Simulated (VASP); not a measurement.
A convergence study with VASP on HgTe (zinc blende): one setting is varied, all else stays as given below, so the limit is that of these other settings. Each run relaxes cell and ions from the cell shown.

```yaml
crystal:
  lattice:
    - [0.00000, 3.23000, 3.23000]
    - [3.23000, 0.00000, 3.23000]
    - [3.23000, 3.23000, 0.00000]
  atoms:
    - { symbol: Hg, position: [0.00000, 0.00000, 0.00000] }
    - { symbol: Te, position: [0.25000, 0.25000, 0.25000] }
```

These are PBEsol GGA, VASP's PBE PAW potentials (set 64) (plane waves; VASP 6.6.1) values and carry that method's errors. The tightest run used: 550 eV cut-off, 11×11×11 Γ-centred mesh, Gaussian smearing of 0.050 eV, potentials Hg Te.

```tsv
setting	relaxed volume (Å³/atom)	E (eV/atom)	irreducible k-points
2×2×2 mesh	39.495	-1.5722	3
3×3×3 mesh	35.721	-2.0347	4
4×4×4 mesh	34.942	-2.1421	8
5×5×5 mesh	34.707	-2.1721	10
```

### Question
These are the cheaper rows. Estimate the results at 11×11×11 mesh, and how far the last row shown lies from them.

### Answer

```json
[
 {"quantity": "relaxed volume (Å³/atom)", "tightest run": "34.568", "last row shown is off by": "0.139"},
 {"quantity": "E (eV/atom)", "tightest run": "-2.1883", "last row shown is off by": "0.0162"}
]
```

Left out are rungs that failed or repeat a setting and relaxations that didn't move; long series are thinned to 24 rows.

The compound is HgTe in the zinc blende structure.
